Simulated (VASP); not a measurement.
Output of a VASP run:

### OSZICAR
```
       N       E                     dE             d eps       ncg     rms          rms(c)
DAV:   1    -0.180370906530E+02   -0.18037E+02   -0.56812E+03   440   0.981E+02
DAV:   2    -0.640585988862E+02   -0.46022E+02   -0.43179E+02   553   0.192E+02
DAV:   3    -0.663507320179E+02   -0.22921E+01   -0.22855E+01   555   0.318E+01
DAV:   4    -0.663750726091E+02   -0.24341E-01   -0.24323E-01   581   0.375E+00
DAV:   5    -0.663753461391E+02   -0.27353E-03   -0.27352E-03   558   0.399E-01    0.168E+01
DAV:   6    -0.651005631109E+02    0.12748E+01   -0.17583E+00   506   0.123E+01    0.107E+01
DAV:   7    -0.653630920093E+02   -0.26253E+00   -0.28315E-01   479   0.553E+00    0.285E+00
DAV:   8    -0.653680427291E+02   -0.49507E-02   -0.29037E-01   473   0.593E+00    0.119E+00
DAV:   9    -0.652374377778E+02    0.13060E+00   -0.25541E-01   476   0.456E+00    0.108E+00
DAV:  10    -0.653697867669E+02   -0.13235E+00   -0.76774E-02   458   0.272E+00    0.343E-01
DAV:  11    -0.653627795665E+02    0.70072E-02   -0.19215E-02   470   0.104E+00    0.844E-01
DAV:  12    -0.653679057615E+02   -0.51262E-02   -0.26914E-02   521   0.126E+00    0.785E-02
DAV:  13    -0.653681286202E+02   -0.22286E-03   -0.94670E-04   452   0.398E-01    0.625E-02
DAV:  14    -0.653681748007E+02   -0.46180E-04   -0.85551E-05   518   0.924E-02    0.234E-02
DAV:  15    -0.653682864107E+02   -0.11161E-03   -0.35534E-05   461   0.708E-02    0.152E-02
DAV:  16    -0.653682200135E+02    0.66397E-04   -0.17304E-05   449   0.552E-02    0.124E-02
DAV:  17    -0.653682732801E+02   -0.53267E-04   -0.75769E-06   461   0.299E-02    0.262E-03
DAV:  18    -0.653682678552E+02    0.54249E-05   -0.25388E-07   338   0.525E-03    0.961E-04
DAV:  19    -0.653682678682E+02   -0.13030E-07   -0.22350E-08   244   0.129E-03
   1 F= -.65368268E+02 E0= -.65368268E+02  d E =-.653683E+02
```

OUTCAR:
```
------------------------ aborting loop because EDIFF is reached ----------------------------------------
  FORCE on cell =-STRESS in cart. coord.  units (eV):
  Direction    XX          YY          ZZ          XY          YZ          ZX
  --------------------------------------------------------------------------------------
  Total       -0.0043155     -0.0043155     -0.0043155     -0.0000000      0.0000000     -0.0000000
  in kB       -0.1596238     -0.1596238     -0.1596238     -0.0000000      0.0000000     -0.0000000
  external PRESSURE =      -0.1596238 kB  Pullay stress =       0.0000000 kB
  volume of cell :       43.32
      direct lattice vectors                 reciprocal lattice vectors
     0.000000000  2.787427057  2.787427057    -0.179376891  0.179376891  0.179376891
     2.787427057  0.000000000  2.787427057     0.179376891 -0.179376891  0.179376891
     2.787427057  2.787427057  0.000000000     0.179376891  0.179376891 -0.179376891
 POSITION                                       TOTAL-FORCE (eV/Angst)
 -----------------------------------------------------------------------------------
      2.78743      2.78743      2.78743        -0.000000     -0.000000     -0.000000
      0.00000      0.00000      0.00000         0.000000      0.000000      0.000000
 -----------------------------------------------------------------------------------
    total drift:                                0.000000      0.000000      0.000000
  FREE ENERGIE OF THE ION-ELECTRON SYSTEM (eV)
  ---------------------------------------------------
  free  energy   TOTEN  =       -65.3682678682 eV

  energy  without entropy=      -65.3682678682  energy(sigma->0) =      -65.36826787

 reached required accuracy - stopping structural energy minimisation
```
(Selected blocks of OUTCAR.)

### POSCAR
```
YbS
1
    0.0000000000     2.7874270572     2.7874270572
    2.7874270572     0.0000000000     2.7874270572
    2.7874270572     2.7874270572    -0.0000000000
Yb S
1 1
Direct
  0.5000000000   0.5000000000   0.5000000000
  1.0000000000   1.0000000000   1.0000000000
```

Write an INCAR and KPOINTS that could have produced this output.

One answer among several that fit: the input of the run itself, SCAN meta-GGA, plane waves, VASP's PBE PAW potentials (set 64).

**INCAR**
```
# general
SYSTEM =YbS
PREC   =Accurate
ENCUT  =400
LREAL  =F
LASPH  =T

# electronic loop
EDIFF  =1E-6
NELM   =100
ALGO   =Normal
LMAXMIX=6
LMIXTAU=T

# smearing
ISMEAR =0
SIGMA  =0.05

# functional
METAGGA=SCAN

# ions
IBRION =2
NSW    =60
ISIF   =3
EDIFFG =-0.01

# output
LWAVE  =F
LCHARG =F
```

KPOINTS:
```
K-points
0
G
7 7 7
```

POTCAR, in this order: Yb_2 S (PBE.64 set). Program: vasp_std.

The 4f electrons are frozen in the core of the lanthanide potential, so 4f levels, which can set the real gap, and their magnetism are missing.

The structure comes from a measured YbS entry (Fm-3m) of the Crystallography Open Database, whose conditions weren't checked. It was relaxed first, which changed the volume by -5 %. The start is the result of an earlier pass.
